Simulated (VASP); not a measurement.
Runs of VASP 6.6.1 on N2. The cell holds a molecule in a box, 2 atoms: a = 10.000 Å, b = 10.500 Å, c = 11.000 Å, α = 90.00°, β = 90.00°, γ = 90.00°. 

```tsv
task	level	potentials or basis	cell	cutoff (eV)	gap on the mesh (eV)
relaxation of the atoms	PBEsol	VASP PAW PBE potentials, release 64 (N)	atoms relaxed	520	8.05
relaxation of the atoms	PBEsol	VASP PAW PBE potentials, release 64 (N_s)	atoms relaxed	400	7.25
relaxation of the atoms	LDA	VASP PAW LDA potentials, release 64 (N)	atoms relaxed	520	(a)
relaxation of the atoms	RPBE	VASP PAW PBE potentials, release 64 (N)	atoms relaxed	520	8.05
relaxation of the atoms	PBEsol	VASP PAW PBE potentials, release 64 (N)	atoms relaxed	500	8.04
single point	PBEsol	VASP PAW PBE potentials, release 64 (N)	as given	520	8.19
```

Alike in all rows: no spin polarisation; k mesh 1 × 1 × 1; smearing gaussian 0.02 eV.

Problem. Fill in the values left out.

Solution. (a) 8.09.

Caveats: the standard files for N, O and F lose accuracy on very short bonds.

Runs at the PBE level aren't shown here.
